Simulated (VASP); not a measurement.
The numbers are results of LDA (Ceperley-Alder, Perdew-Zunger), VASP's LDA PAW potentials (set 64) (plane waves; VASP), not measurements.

VASP input:

INCAR:
```
SYSTEM = AlNi
PREC = Accurate
ENCUT = 400
EDIFF = 1E-7
NELM = 100
ALGO = Normal
LREAL = .FALSE.
LASPH = .TRUE.
ISMEAR = 0
SIGMA = 0.05
LMAXMIX = 4
LWAVE = .FALSE.
LCHARG = .FALSE.
LORBIT = 11
ICHARG = 11
```

KPOINTS:
```
k-points along high-symmetry lines
15
Line-mode
Reciprocal
  0.000000   0.000000   0.000000 ! GAMMA
  0.000000   0.500000   0.000000 ! X

  0.000000   0.500000   0.000000 ! X
  0.500000   0.500000   0.000000 ! M

  0.500000   0.500000   0.000000 ! M
  0.000000   0.000000   0.000000 ! GAMMA

  0.000000   0.000000   0.000000 ! GAMMA
  0.500000   0.500000   0.500000 ! R

  0.500000   0.500000   0.500000 ! R
  0.000000   0.500000   0.000000 ! X

  0.500000   0.500000   0.500000 ! R
  0.500000   0.500000   0.000000 ! M
```

### POSCAR
```
AlNi
1
    2.8340431052     0.0000000000     0.0000000000
    0.0000000000     2.8340431052     0.0000000000
    0.0000000000     0.0000000000     2.8340431052
Al Ni
1 1
Direct
  0.5000000000   0.5000000000   0.5000000000
  0.0000000000   0.0000000000   0.0000000000
```

POTCAR, in this order: Al Ni (LDA.64 set). Program: vasp_std. Read from the step before: CHGCAR.

Output of the run:

OUTCAR:
```
 ion  position               nearest neighbor table
   1  0.500  0.500  0.500-   2 2.45   2 2.45   2 2.45   2 2.45   2 2.45   2 2.45   2 2.45   2 2.45
  LATTYP: Found a simple cubic cell.
 ALAT       =     2.8340431052
 Subroutine PRICEL returns:
 Original cell was already a primitive cell.
 Subroutine GETGRP returns: Found 48 space group operations
The static configuration has the point symmetry O_h .
The dynamic configuration has the point symmetry O_h .
 Subroutine INISYM returns: Found 48 space group operations
   k-points           NKPTS =     90   k-points in BZ     NKDIM =     90   number of bands    NBANDS=     10
   number of dos      NEDOS =    301   number of ions     NIONS =      2
   total plane-waves  NPLWV =   5832
   dimension x,y,z NGX =    18 NGY =   18 NGZ =   18
   dimension x,y,z NGXF=    36 NGYF=   36 NGZF=   36
   ions per type =               1   1
   PREC   = accura    normal or accurate (medium, high low for compatibility)
   ISTART =      0    job   : 0-new  1-cont  2-samecut
   ICHARG =     11    charge: 1-file 2-atom 10-const
   ISPIN  =      1    spin polarized calculation?
   LNONCOLLINEAR =      F non collinear calculations
   LSORBIT =      F    spin-orbit coupling
   INIWAV =      1    electr: 0-lowe 1-rand  2-diag
   ENCUT  =  400.0 eV  29.40 Ry    5.42 a.u.   4.62  4.62  4.62*2*pi/ulx,y,z
   NELM   =    100;   NELMIN=  2; NELMDL= -5     # of ELM steps
...
```

**OSZICAR**
```
       N       E                     dE             d eps       ncg     rms          rms(c)
DAV:   1     0.347155771887E+02    0.34716E+02   -0.49675E+03  1856   0.115E+03
DAV:   2    -0.101543880770E+02   -0.44870E+02   -0.41463E+02  1820   0.191E+02
DAV:   3    -0.110726931324E+02   -0.91831E+00   -0.91496E+00  2348   0.353E+01
DAV:   4    -0.110828913771E+02   -0.10198E-01   -0.10196E-01  2208   0.318E+00
DAV:   5    -0.110831512729E+02   -0.25990E-03   -0.25989E-03  2202   0.479E-01
DAV:   6    -0.110831621960E+02   -0.10923E-04   -0.10922E-04  2362   0.804E-02
DAV:   7    -0.110831624639E+02   -0.26791E-06   -0.26814E-06  2156   0.105E-02
DAV:   8    -0.110831624763E+02   -0.12411E-07   -0.12639E-07  1708   0.198E-03
   1 F= -.11083162E+02 E0= -.11083099E+02  d E =-.127425E-03
```

File OUTCAR:
```
 val. band max:       11.3806751353   @ k =   0.4286   0.5000   0.4286

 cond. band min:      11.5069750110   @ k =   0.2500   0.2500   0.0000



 k-point     1 :       0.0000    0.0000    0.0000
  band No.  band energies     occupation
      1      -1.0306      2.00000
      2       6.9287      2.00000
      3       6.9287      2.00000
      4       8.7500      2.00000
      5       8.7500      2.00000
      6       8.7500      2.00000
      7      16.0967      0.00000
      8      16.0967      0.00000
      9      16.0967      0.00000
     10      18.7996      0.00000

 k-point     2 :       0.0000    0.0357    0.0000
  band No.  band energies     occupation
      1      -1.0063      2.00000
      2       6.9278      2.00000
      3       6.9346      2.00000
      4       8.7388      2.00000
      5       8.7388      2.00000
      6       8.7512      2.00000
      7      15.7898      0.00000
      8      16.1290      0.00000
      9      16.1290      0.00000
     10      18.8000      0.00000

 k-point     3 :       0.0000    0.0714    0.0000
  band No.  band energies     occupation
      1      -0.9333      2.00000
      2       6.9239      2.00000
      3       6.9522      2.00000
      4       8.7064      2.00000
      5       8.7064      2.00000
      6       8.7547      2.00000
      7      15.1047      0.00000
      8      16.2251      0.00000
      9      16.2251      0.00000
     10      18.8012      0.00000

 k-point     4 :       0.0000    0.1071    0.0000
  band No.  band energies     occupation
      1      -0.8122      2.00000
      2       6.9125      2.00000
      3       6.9807      2.00000
      4       8.6552      2.00000
      5       8.6552      2.00000
      6       8.7605      2.00000
      7      14.2981      0.00000
      8      16.3826      0.00000
      9      16.3826      0.00000
     10      18.8035      0.00000

 k-point     5 :       0.0000    0.1429    0.0000
  band No.  band energies     occupation
...
```

The density is held fixed in this step, so its total energy and stress have no physical meaning.

The structure comes from a computed database's AlNi entry (Pm-3m); how it stands against other phases isn't given here. It was relaxed first. The run is not spin-polarised, so no magnetic state was tried. The electron count is odd and the run is not spin-polarised, which forces a metal.
